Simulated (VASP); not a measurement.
Input:

```
ZnS
1.0
    3.80580     0.00000     0.00000
   -1.90290     3.29592     0.00000
    0.00000     0.00000     6.23798
Zn S
2 2
Direct
  0.33333   0.66667   0.00014
  0.66667   0.33333   0.50014
  0.33333   0.66667   0.37486
  0.66667   0.33333   0.87486
```

The numbers are results of PBE GGA, VASP's PBE PAW potentials (set 64) (plane waves; VASP 6.6.1), not measurements. Settings: 300 eV cut-off, 8×8×5 Γ-centred mesh, Fermi-Dirac smearing of 0.050 eV, potentials Zn S.

At this cut-off the stress carries a Pulay error, which pulls relaxed volumes low.

Problem. Estimate the energy per atom (σ→0), pressure.

Solution. 
```yaml
energy per atom (σ→0): -3.417 eV/atom
pressure: 2.24 GPa
```

Total energies compare only between runs with the same potentials, cut-off and functional.

The structure comes from a computed database's ZnS entry (P6_3mc); how it stands against other phases isn't given here. The cell was not relaxed at this level.
